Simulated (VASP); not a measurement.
Crystal: NbTe.

```
Te Nb
1.0
     3.70297    0.00000    0.00000
    -1.85149    3.20687    0.00000
     0.00000    0.00000    3.69421
Te Nb
1 1
Direct
  0.66667 0.33333 0.00000
  0.00000 0.00000 0.50000
```

The cell comes from a database or a generator and needn't be the stable form of this composition.

- Program: VASP 6.6.1
- Task: relaxation of cell and atoms
- Functional: MS2
- Potentials or basis: VASP PAW PBE potentials, release 64 (Te, Nb_sv)
- Cutoff: 600 eV
- k mesh: 8 × 8 × 7
- Occupations: gaussian, width 0.05 eV
- Spin: no spin polarisation

At the start: pressure -5.3 GPa; volume 21.93 Å³/atom.

Question: Where does the relaxation end?

Answer: Over 6 steps the energy falls by 17.2 meV/atom and the volume is 20.94 Å³/atom (-4.5 %); space group P-6m2 (No. 187, to 0.05 Å).

The path:
| step | energy change (eV) | largest force (eV/Å) | pressure (GPa) | volume (Å³) |
| --- | --- | --- | --- | --- |
| 1 | 0.0000 | 0.0000 | -5.28 | 43.87 |
| 2 | 0.0447 | 0.0000 | 10.06 | 39.44 |
| 3 | -0.0315 | 0.0000 | -0.05 | 42.06 |
| 4 | -0.0315 | 0.0000 | 0.04 | 42.03 |
| 5 | -0.0337 | 0.0000 | 0.03 | 41.95 |
| 6 | -0.0344 | 0.0000 | 0.03 | 41.88 |

Final structure:
```
CELL_PARAMETERS angstrom
3.62127 0.00000 0.00000
-1.81064 3.13611 0.00000
0.00000 0.00000 3.68781
ATOMIC_POSITIONS crystal
Te 0.66667 0.33333 0.00000
Nb 0.00000 0.00000 0.50000
```

Caveat: the PAW data sets were made with another functional, which shifts forces and pressure a little.
